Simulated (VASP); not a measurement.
Here is the system:

```
AlRu
1.0
    3.00307     0.00000     0.00000
    0.00000     3.00307     0.00000
    0.00000     0.00000     3.00307
Al Ru
1 1
Direct
  0.50000   0.50000   0.50000
  0.00000   0.00000   0.00000
```

Level of theory: PBE GGA, VASP's PBE PAW potentials (set 64) (plane waves; VASP). Run with 500 eV cut-off, 12×12×12 Γ-centred mesh, first-order Methfessel-Paxton smearing of 0.10 eV, potentials Al Ru_pv.

Energy and stress use the plane-wave basis of the starting cell.

### Question
The ions, cell shape and volume at an external pressure of 5.0 GPa are relaxed. Which structure does the run end with?

### Answer

```
AlRu
1.0
    2.98008     0.00000     0.00000
    0.00000     2.98008     0.00000
    0.00000     0.00000     2.98008
Al Ru
1 1
Direct
  0.50000   0.50000   0.50000
  0.00000   0.00000   0.00000
```
Space group Pm-3m (221), at a tolerance of 0.03 Å.

### Question
How do energy and volume change from the first to the last step?

### Answer
The energy (σ→0) changes by +4.7 meV/atom and the volume by -2.3 %, in 3 ionic steps.

The compound is RuAl in the CsCl type structure. This run relaxes it under an external pressure of 5 GPa. Symmetry was kept, so distortions that lower it aren't found. The electron count is odd and the run is not spin-polarised, which forces a metal.
